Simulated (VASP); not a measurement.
Calculation: PBE GGA, VASP's PBE PAW potentials (set 64) (plane waves; VASP).

Input for VASP

**KPOINTS**
```
Automatic mesh
0
Gamma
14 14 7
0 0 0
```

### INCAR
```
# general
SYSTEM =Cd
PREC   =Accurate
ENCUT  =500
LREAL  =.False.
LASPH  =.True.

# electronic loop
EDIFF  =1E-6
NELM   =100
ALGO   =Normal
LMAXMIX=4

# smearing
ISMEAR =1
SIGMA  =0.1

# functional
GGA    =PE

# ions
IBRION =2
NSW    =40
ISIF   =3
EDIFFG =-0.02
PSTRESS=50

# output
LWAVE  =.False.
LCHARG =.False.
```

POSCAR:
```
Cd
1
    1.5315764594    -2.6527688401     0.0000000000
    1.5315764594     2.6527688401     0.0000000000
   -0.0000000000    -0.0000000000     5.1029915001
Cd
2
Direct
  0.3333330000   0.6666670000   0.2500000000
  0.6666670000   0.3333330000   0.7500000000
```

POTCAR, in this order: Cd (PBE.64 set). Program: vasp_std.

What will the output report for the number of irreducible k-points (NKPTS), largest plane-wave count, number of space-group operations, FFT grid (NGX, NGY, NGZ)?

* **number of irreducible k-points (NKPTS)**: 96
* **largest plane-wave count**: 1075
* **number of space-group operations**: 24
* **FFT grid (NGX, NGY, NGZ)**: 24 × 24 × 40

The compound is Cd in the hcp structure. This run relaxes it under an external pressure of 5 GPa. Symmetry was kept, so distortions that lower it aren't found.
